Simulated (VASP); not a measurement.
# Ca3CrO: single point with HSE06

Crystal: Ca3CrO.

```xyz
5
Lattice="4.7393 0.0000 0.0000 0.0000 4.7393 0.0000 0.0000 0.0000 4.7393" Properties=species:S:1:pos:R:3 pbc="T T T"
Ca    0.0000    2.3696    2.3696
Ca    2.3696    0.0000    2.3696
Ca    2.3696    2.3696    0.0000
O     2.3696    2.3696    2.3696
Cr    0.0000    0.0000    0.0000
```

The cell was built by a generator and needn't be a form met in nature.

- Program: VASP 6.6.1
- Task: single point
- Functional: HSE06
- Potentials or basis: VASP PAW PBE potentials, release 64 (Ca_sv, O, Cr_pv)
- Cutoff: 520 eV
- k mesh: 2 × 2 × 2
- Occupations: gaussian, width 0.181 eV
- Spin: collinear spin, typed start
- Starting moments: [0.0, 0.0, 0.0, 0.0, 4.45] μB
- Dipole correction: no
- Exchange at q = 0: truncated
- Grid for exact exchange (PRECFOCK): Fast
- Screening parameter: 0.2079 1/A
- Further INCAR settings: ALGO = Normal; EDIFF = 1e-06; NBANDS = 36

The pressure is 6.6 GPa and the band gap on the k mesh is none (metal or under the smearing width). The net moment is 5.00 μB per cell, the site moments are Ca +0.00; O +0.01; Cr +4.13 μB and the valence electrons inside the program's atomic spheres are Ca 8.16; O 5.06; Cr 10.60.

Levels at points of the mesh, in eV from the Fermi level:
Spin up:
```tsv
k point	band 22	band 23	band 24	band 25	band 26	band 27	band 28	band 29	band 30	band 31
(0.00, 0.00, 0.00)	-3.45	-2.95	-2.95	-2.95	1.41	1.41	1.62	1.62	1.62	2.15
(0.50, 0.00, 0.00)	-3.06	-2.86	-2.74	-2.74	-2.46	0.45	0.45	1.66	2.37	2.95
(0.50, 0.50, 0.00)	-2.82	-2.82	-2.66	-2.52	-1.84	-1.84	0.48	2.81	2.81	2.96
(0.50, 0.50, 0.50)	-3.09	-3.09	-2.59	-2.59	-0.77	-0.77	-0.77	2.28	2.28	2.28
```
Spin down:
```tsv
k point	band 18	band 19	band 20	band 21	band 22	band 23	band 24	band 25
(0.00, 0.00, 0.00)	-5.49	-5.49	-5.21	-0.81	-0.81	0.86	0.86	0.86
(0.50, 0.00, 0.00)	-5.62	-5.62	-3.33	-2.58	0.40	1.07	1.07	1.72
(0.50, 0.50, 0.00)	-6.73	-5.75	-2.22	-1.27	-1.27	0.99	1.22	1.97
(0.50, 0.50, 0.50)	-6.85	-6.85	-1.95	0.06	0.06	0.06	0.71	0.71
```

Run time: 6.7 min on 1 thread of Intel(R) Xeon(R) Platinum 8559C (Emerald Rapids), with other jobs on the host, peak memory 0.36 GiB.

Caveat: the k mesh is coarse (spacing up to 0.66 Å⁻¹), so the values aren't converged, least of all with exact exchange; the PAW data sets were made with another functional, which shifts forces and pressure a little; a cell with one magnetic atom can't hold antiferromagnetic order, which such compounds often take.
